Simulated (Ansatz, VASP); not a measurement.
This is a calculation of NbTe for VASP 6.6.1.

INCAR

```
SYSTEM = NbTe
  PREC = Accurate
  ENCUT = 520
  EDIFF = 1E-6
  ISMEAR = -1
  SIGMA = 0.05
  LREAL = .False.
  LASPH = .True.
  NELM = 100
  ALGO = Normal
  ISIF = 2
  LWAVE = .False.
  LCHARG = .False.
  GGA = PS
  NBANDS = 16
```

The input KPOINTS:

```
regular mesh
0
Gamma
  8 8 7
  0 0 0
```

Contents of POSCAR:

```
NbTe
1.0
    3.6529280573      0.0000000000      0.0000000000
   -1.8264640286      3.1635284958      0.0000000000
    0.0000000000      0.0000000000      3.6442831093
Te Nb
1 1
Direct
    0.6666666667      0.3333333333      0.0000000000
    0.0000000000      0.0000000000      0.5000000000
```

Potentials or basis: VASP PAW PBE potentials, release 64 (Te, Nb_sv).

Command:

```bash
$ cat potpaw_PBE.64/Te/POTCAR potpaw_PBE.64/Nb_sv/POTCAR > POTCAR
$ mpirun -np 1 vasp_std > vasp.out
```

Problem. Translate it to Ansatz 0.2.0. Potentials there: all-electron LAPW, scalar-relativistic.

Solution. As run (the cutoff follows the program's own potentials):

input.yaml

```yaml
crystal:
  lattice:
    - [3.6529280573, 0.0, 0.0]
    - [-1.8264640286, 3.1635284958, 0.0]
    - [0.0, 0.0, 3.6442831093]
  atoms:
    - { symbol: Te, position: [0.6666666667, 0.3333333333, 0.0] }
    - { symbol: Nb, position: [0.0, 0.0, 0.5] }
kpoints:
  mp_grid: { grid: [8, 8, 7] }
scf:
  occupations: { method: fermi_dirac, width: 0.05 }
hamiltonian:
  xc: pbesol
  pseudopotentials: { kind: all_electron, lapw: { basis_error: 0.001 } }
output:
  forces: true
  stress: true
  eigenvalues: true
```

Potentials or basis: all-electron LAPW, scalar-relativistic.

The run is started by

```bash
$ ansatz run input.yaml --threads 1 --pin off --max-ram 3072MiB --backend cpu --events-out ev --progress --plain --runs-dir out
```

Both were run:

|  | VASP | Ansatz | Ansatz less VASP |
| --- | --- | --- | --- |
| gap on the k mesh at the Fermi level (eV) | none | none | - |
| pressure (GPa) | -0.3 | -0.2 | +0.10 |
| largest component of the traceless stress (GPa) | 0.96 | 0.98 | +0.024 |

A gap of «none» marks a metal or a gap that the smearing closes. Ansatz ran all-electron here, so the differences hold the error of VASP's frozen core and of both bases.

Caveats: the PAW data sets were made with another functional, which shifts forces and pressure a little (VASP). Spin-orbit coupling is left out, which matters for the levels of Te.
